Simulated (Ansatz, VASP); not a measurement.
# One calculation of Si, two programs

```xyz
2
Lattice="0.0000 2.5402 2.8333 2.5402 0.0000 2.8333 2.5402 2.5402 0.0000" Properties=species:S:1:pos:R:3 pbc="T T T"
Si    2.5402    2.5402    2.8333
Si    3.8103    3.8103    4.2500
```

Alike in both runs: task single point; functional LDA; k mesh 12 × 12 × 12; occupations gaussian, width 0.05 eV; no spin polarisation.

|  | VASP | Ansatz |
| --- | --- | --- |
| version | VASP 6.6.1 | Ansatz 0.2.0 |
| potentials or method | VASP PAW LDA potentials, release 64 (Si) | scalar-relativistic, plane waves, PAW |
| plane-wave cutoff (eV) | 520 | 420 |
| valence electrons in the cell | 8 | 8 |

VASP gave:

```
gap on the k mesh at the Fermi level (eV)       : none
pressure (GPa)                                  : 7.9
largest component of the traceless stress (GPa) : 8.13
```

Problem. Which values does Ansatz return?

Solution. gap on the k mesh at the Fermi level (eV): none; pressure (GPa): 7.8; largest component of the traceless stress (GPa): 8.14.

A gap of «none» marks a metal or a gap that the smearing closes. Ansatz warned: «pseudo_functional_mismatch».
